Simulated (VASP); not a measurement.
Here is the system:

```yaml
crystal:
  lattice:
    - [0.00000, 2.37393, 2.37393]
    - [2.37393, 0.00000, 2.37393]
    - [9.38052, 9.38052, 0.11521]
  atoms:
    - { symbol: Cd, position: [0.99982, 0.99982, 0.00014] }
    - { symbol: Cd, position: [0.00000, 0.00000, 0.25000] }
    - { symbol: Cd, position: [0.00018, 0.00018, 0.49986] }
    - { symbol: O, position: [0.49994, 0.49994, 0.12504] }
    - { symbol: O, position: [0.50006, 0.50006, 0.37496] }
    - { symbol: O, position: [0.49737, 0.49737, 0.62698] }
    - { symbol: O, position: [0.50263, 0.50263, 0.87302] }
    - { symbol: Ca, position: [0.00000, 0.00000, 0.75000] }
```

Method: PBEsol GGA, VASP's PBE PAW potentials (set 64) (plane waves; VASP). Run with 520 eV cut-off, Gaussian smearing of 0.050 eV, potentials Cd O Ca_sv.

### Question
Give the energies of bands 24 to 37 at the high-symmetry points, in eV from the valence-band maximum.

### Answer

| band | Γ | T | H2 | L | S0 | F |
|---|---|---|---|---|---|---|
| 24 | -3.70 | -3.64 | -3.35 | -3.90 | -3.35 | -3.86 |
| 25 | -3.28 | -3.58 | -3.34 | -3.66 | -3.33 | -3.71 |
| 26 | -2.91 | -2.25 | -3.23 | -3.61 | -3.23 | -3.46 |
| 27 | -1.41 | -1.72 | -2.70 | -2.87 | -2.68 | -3.09 |
| 28 | -1.41 | -1.50 | -2.64 | -2.30 | -2.67 | -2.19 |
| 29 | -1.08 | -1.50 | -2.59 | -2.14 | -2.58 | -1.96 |
| 30 | -1.08 | -0.75 | -2.16 | -1.74 | -2.15 | -1.85 |
| 31 | -0.99 | -0.75 | -1.77 | -1.34 | -1.77 | -1.71 |
| 32 | -0.34 | -0.69 | -1.23 | -1.16 | -1.23 | -1.03 |
| 33 | -0.34 | -0.69 | -0.96 | -0.93 | -0.96 | -0.62 |
| 34 | -0.11 | 0.00 | -0.62 | -0.20 | -0.64 | -0.22 |
| 35 | -0.11 | 0.00 | -0.47 | -0.07 | -0.46 | -0.18 |
| 36 | 0.46 | 1.17 | 5.99 | 4.44 | 6.01 | 4.33 |
| 37 | 2.95 | 2.19 | 6.04 | 4.55 | 6.02 | 4.84 |

The gap is indirect, 0.46 eV, from the valence maximum at T to the conduction minimum at Γ.

The structure was generated: CaCd3O4 was put into an ordered model structure (R-3m), which need not be its known phase. It was relaxed first.
